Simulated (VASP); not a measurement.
These are rev-vdW-DF2, VASP's PBE PAW potentials (set 64) (plane waves; VASP 6.6.1) values and carry that method's errors.

A VASP calculation is set up with these files.

### POSCAR
```
KZnF3
1.0
  4.0500000000   0.0000000000   0.0000000000
  0.0000000000   4.0500000000   0.0000000000
  0.0000000000   0.0000000000   4.0500000000
K Zn F
1 1 3
Cart
  0.0000000000   0.0000000000   0.0000000000
  2.0250000000   2.0250000000   2.0250000000
  2.0250000000   0.0000000000   2.0250000000
  0.0000000000   2.0250000000   2.0250000000
  2.0250000000   2.0250000000   0.0000000000
```

KPOINTS:
```
Regular mesh
0
Gamma
  5 5 5
```

INCAR:
```
SYSTEM  =  KZnF3
PREC  =  Accurate; ENCUT  =  520; LREAL  =  .False.
LASPH  =  .True.
EDIFF  =  1E-6; NELM  =  100; ALGO  =  Normal
LMAXMIX  =  4
ISMEAR  =  0; SIGMA  =  0.05
GGA  =  MK; LUSE_VDW  =  .True.; AGGAC  =  0.0
PARAM1  =  0.1234568; PARAM2  =  0.7114; ZAB_VDW  =  -1.8867
IBRION  =  2; NSW  =  60; ISIF  =  3
EDIFFG  =  -0.02
LWAVE  =  .False.; LCHARG  =  .False.
```

POTCAR, in this order: K_sv Zn F (PBE.64 set). Program: vasp_std.

Energy and stress use the plane-wave basis of the starting cell.

What does the run give for the energy per atom (σ→0), volume per atom?

```
Quantity                       Result
---------------------  --------------
energy per atom (σ→0)  -2204 meV/atom
volume per atom         13.61 Å³/atom
```

### OSZICAR
```
...
DAV:   3    -0.110243518332E+02    0.19601E-01   -0.29896E-02   596   0.506E+00    0.693E-01
DAV:   4    -0.110201938435E+02    0.41580E-02   -0.13495E-02   765   0.147E+00    0.418E-01
DAV:   5    -0.110199305949E+02    0.26325E-03   -0.17588E-03   738   0.472E-01    0.826E-02
DAV:   6    -0.110198710245E+02    0.59570E-04   -0.34521E-04   901   0.788E-01    0.219E-02
DAV:   7    -0.110198678085E+02    0.32160E-05   -0.42788E-05   772   0.105E-01    0.131E-02
DAV:   8    -0.110198661333E+02    0.16752E-05   -0.19257E-05   725   0.883E-02    0.664E-03
DAV:   9    -0.110198651623E+02    0.97103E-06   -0.38473E-06   534   0.345E-02
   2 F= -.11019865E+02 E0= -.11019865E+02  d E =-.100622E-01
```

The compound is KZnF3 in the cubic perovskite structure. This run relaxes it. Symmetry was kept, so distortions that lower it aren't found.
